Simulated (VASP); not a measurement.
Output of a VASP run:

### OSZICAR
```
       N       E                     dE             d eps       ncg     rms          rms(c)
DAV:   1     0.492972103395E+02    0.49297E+02   -0.38231E+03  1296   0.753E+02
DAV:   2    -0.108561572613E+00   -0.49406E+02   -0.48833E+02  1509   0.143E+02
DAV:   3    -0.211099499963E+01   -0.20024E+01   -0.19933E+01  1627   0.314E+01
DAV:   4    -0.215180407326E+01   -0.40809E-01   -0.40837E-01  1974   0.407E+00
DAV:   5    -0.215243325713E+01   -0.62918E-03   -0.63049E-03  1865   0.319E-01    0.174E+00
DAV:   6    -0.215041004741E+01    0.20232E-02   -0.31276E-03  1760   0.634E-01    0.103E+00
DAV:   7    -0.214937905507E+01    0.10310E-02   -0.62380E-03  1689   0.868E-01    0.432E-02
DAV:   8    -0.214948879310E+01   -0.10974E-03   -0.18731E-04  1953   0.980E-02    0.827E-03
DAV:   9    -0.214949606792E+01   -0.72748E-05   -0.38666E-06  1916   0.161E-02    0.277E-03
DAV:  10    -0.214949687975E+01   -0.81183E-06   -0.23917E-07  1779   0.350E-03    0.115E-03
DAV:  11    -0.214949686627E+01    0.13476E-07   -0.33095E-08   966   0.139E-03
   1 F= -.21494969E+01 E0= -.21494969E+01  d E =0.000000E+00
```

File OUTCAR:
```
------------------------ aborting loop because EDIFF is reached ----------------------------------------
  FORCE on cell =-STRESS in cart. coord.  units (eV):
  Direction    XX          YY          ZZ          XY          YZ          ZX
  --------------------------------------------------------------------------------------
  Total        0.0095322      0.0095322      0.0095322      0.0000000      0.0000000      0.0000000
  in kB        0.2604250      0.2604250      0.2604250      0.0000000      0.0000000      0.0000000
  external PRESSURE =       0.2604250 kB  Pullay stress =       0.0000000 kB
  volume of cell :       58.64
      direct lattice vectors                 reciprocal lattice vectors
    -2.447483806  2.447483806  2.447483806     0.000000000  0.204291444  0.204291444
     2.447483806 -2.447483806  2.447483806     0.204291444  0.000000000  0.204291444
     2.447483806  2.447483806 -2.447483806     0.204291444  0.204291444  0.000000000
 POSITION                                       TOTAL-FORCE (eV/Angst)
 -----------------------------------------------------------------------------------
      0.00000      0.00000      0.00000         0.000000     -0.000000     -0.000000
 -----------------------------------------------------------------------------------
    total drift:                                0.000000      0.000000      0.000000
  FREE ENERGIE OF THE ION-ELECTRON SYSTEM (eV)
  ---------------------------------------------------
  free  energy   TOTEN  =        -2.1494968663 eV

  energy  without entropy=       -2.1494968663  energy(sigma->0) =       -2.14949687

 total charge

# of ion       s       p       d       tot
------------------------------------------
    1        2.071   5.532   0.299   7.902
```
(Selected blocks of OUTCAR.)

POSCAR:
```
Ba
1
   -2.4474838056     2.4474838056     2.4474838056
    2.4474838056    -2.4474838056     2.4474838056
    2.4474838056     2.4474838056    -2.4474838056
Ba
1
Direct
  0.0000000000   0.0000000000   0.0000000000
```

### Question
Reconstruct the remaining input files.

### Answer
Several could match; the one computed here: the input of the run itself, PBEsol GGA, plane waves, VASP's PBE PAW potentials (set 64).

**KPOINTS**
```
Automatic mesh
0
Gamma
12 12 12
0 0 0
```

INCAR:
```
LCHARG  =  .TRUE.
LORBIT  =  11   ! lm-projected
ISIF  =  2   ! forces and stress, cell fixed
EDIFF  =  1E-7   ! SCF stop (eV)
GGA  =  PS   ! PBEsol
NEDOS  =  601
LMAXMIX  =  4
LWAVE  =  .FALSE.
ENCUT  =  400
SYSTEM  =  Ba
ISMEAR  =  -5   ! tetrahedra, Bloechl
PREC  =  Accurate
LASPH  =  .TRUE.   ! aspherical one-centre terms
ALGO  =  Normal
NELM  =  100   ! most electronic steps
LREAL  =  .FALSE.
```

POTCAR, in this order: Ba_sv (PBE.64 set). Program: vasp_std.

For a metal the tetrahedron method with Blöchl corrections gives inexact stress and forces.

The compound is Ba in the bcc structure. It was relaxed first, which changed the volume by -7 %.
